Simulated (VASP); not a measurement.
Consider the following.

```xyz
2
Lattice="2.6557 0.0000 0.0000 0.0000 2.7382 0.0000 0.0000 0.0000 3.6337" Properties=species:S:1:pos:R:3 pbc="T T T"
Fe     0.0000     0.0000     0.0000
Pt     1.3674     1.3691     1.8168
```
Starting moments (μB, in the order of the record's atoms Fe Pt): 3.0 0.0.

These are PBE GGA + U (Dudarev), VASP's PBE PAW potentials (set 64) (plane waves; VASP) values and carry that method's errors. Numerical set-up: 400 eV cut-off, 12×12×9 Γ-centred mesh, first-order Methfessel-Paxton smearing of 0.10 eV, potentials Fe Pt, U − J: Fe 2.00 eV.

Unless said otherwise, spin-orbit coupling is left out, though it shifts the bands of the heavy elements here.

### Question
What does the run give for the cell moment, energy per atom (σ→0), pressure, largest force, band gap (on the k-mesh) with the smallest direct gap where there is one?

### Answer

The band gap (on the k-mesh) is none (metal, semimetal or under 0.01 eV) and the cell moment is 3.49 μB. The energy per atom (σ→0) comes out as -6.664 eV/atom, the pressure comes out as 18.51 GPa and the largest force is 0.221 eV/Å.

### Question
Give the moment on each site (PAW-sphere projection).

### Answer

```
site  moment (μB)
----  -----------
Fe1          3.19
Pt2          0.29
```

The compound is FePt in the L1_0 structure. The cell was not relaxed at this level, atoms are displaced from their ideal sites. The run is one of a series of settings (LDAU = .TRUE., LDAUJ = 0 0, LDAUL = 2 -1, LDAUTYPE = 2, LDAUU = 2.0 0 against the base run), some of them coarse on purpose.
